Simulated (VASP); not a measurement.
Here is a VASP 6.6.1 calculation.

Contents of INCAR:

```
SYSTEM = MgSnO2
  PREC = Accurate
  ENCUT = 520
  EDIFF = 1E-6
  ISMEAR = 0
  SIGMA = 0.03
  LREAL = .False.
  LASPH = .True.
  NELM = 150
  ALGO = Normal
  ISIF = 2
  LWAVE = .False.
  LCHARG = .False.
  METAGGA = R2SCAN
  LMIXTAU = .True.
  KPAR = 2
```

KPOINTS

```
Automatic mesh
0
Gamma
  6 6 6
  0 0 0
```

File POSCAR:

```
MgSnO2                                  
1.0
    3.8984074393      0.0000000000      0.0000000000
    0.0000000000      3.8984074393      0.0000000000
    0.0000000000      0.0000000000      5.2203520036
  Mg              Sn              O             
     1     1     2
Direct
     0.0000000000000000    0.0000000000000000    0.9000066820629701
     0.5000000000000000    0.5000000000000000    0.2004527234770762
     0.5000000000000000    1.0000000000000000    0.9897825772299795
     0.0000000000000000    0.5000000000000000    0.9897825772299795
```

Potentials or basis: VASP PAW PBE potentials, release 64 (Mg, Sn_d, O).

The run is started by

```bash
$ cat potpaw_PBE.64/Mg/POTCAR potpaw_PBE.64/Sn_d/POTCAR potpaw_PBE.64/O/POTCAR > POTCAR
$ mpirun -np 2 vasp_std > vasp.out
```

(1) What does it give for the pressure?

(2) Predict the band gap on the k mesh.

(3) Predict the largest force.

Answers

(1) -3.0 GPa.

(2) 2.10 eV, indirect (least direct gap 2.66 eV).

(3) 0.481 eV/Å.

Caveat: the PAW data sets were made with another functional, which shifts forces and pressure a little; spin-orbit coupling is left out, which moves the levels of the heavy elements.
